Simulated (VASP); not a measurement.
# MoOs: single point with LDA

MoOs:

```xyz
2
Lattice="2.7818 0.0000 0.0000 -1.3909 2.4091 0.0000 0.0000 0.0000 4.5071" Properties=species:S:1:pos:R:3 pbc="T T T"
Mo    1.3909    0.8030    2.2535
Os    0.0000    1.6060    0.0000
```

The cell comes from a database or a generator and needn't be the stable form of this composition.

```
Program             : VASP 6.6.1
Task                : single point
Functional          : LDA
Potentials or basis : VASP PAW LDA potentials, release 64 (Mo_sv, Os)
Cutoff              : 520 eV
k mesh              : 9 × 9 × 4
Occupations         : gaussian, width 0.1 eV
Spin                : no spin polarisation
```

```yaml
Pressure: -15.9 GPa
Band_gap_on_the_k_mesh: none (metal or under the smearing width)
```

Stress tensor (GPa, compression positive):
```
-14.77   0.00   0.00
  0.00 -14.77   0.00
  0.00   0.00 -18.06
```

Levels at points of the mesh, in eV from the Fermi level:
```
           k point  band 7  band 8  band 9  band 10  band 11  band 12  band 13  band 14  band 15  band 16
(0.00, 0.00, 0.00)   -2.04   -2.04   -1.55    -0.37    -0.37    -0.16    -0.16     1.08     3.01     3.01
(0.00, 0.00, 0.50)   -2.59   -2.26   -2.26    -1.71    -1.27    -1.27     1.65     1.65     2.67     2.67
```

It took 16 s on 1 thread of Intel(R) Xeon(R) Platinum 8259CL CPU @ 2.50GHz (Skylake/Cascade Lake), on a shared host, peak memory 0.15 GiB.

Caveat: so large a pressure means that the cell lies far from this level's equilibrium, or that cutoff or potentials fall short. Spin-orbit coupling is left out, which matters for the levels of Os.
